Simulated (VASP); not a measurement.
**PtB (relaxed from the zinc blende structure, space group F-43m): computed properties**

Level of theory: PBE GGA, VASP's PBE PAW potentials (set 64) (plane waves; VASP 6.6.1).

```
Quantity                                                              Result
----------------------------------  ----------------------------------------
space group                                                      F-43m (216)
cell                                 a = b = c = 4.794 Å, α = β = γ = 90.00°
volume per atom                                               13.77 Å^3/atom
band gap (over mesh and band path)  none (metal, semimetal or under 0.01 eV)
density                                                          12.42 g/cm³
```

```yaml
crystal:
  lattice:
    - [0.00000, 2.39679, 2.39679]
    - [2.39679, 0.00000, 2.39679]
    - [2.39679, 2.39679, 0.00000]
  atoms:
    - { symbol: Pt, position: [0.00000, 0.00000, 0.00000] }
    - { symbol: B, position: [0.25000, 0.25000, 0.25000] }
```

Unless said otherwise, spin-orbit coupling is left out, though it shifts the bands of the heavy elements here.

The structure was generated: PtB was put into the zinc blende type (F-43m), which need not be its known phase. It was relaxed first, which changed the volume by -16 %. Symmetry was kept, so distortions that lower it aren't found. The electron count is odd and the run is not spin-polarised, which forces a metal.
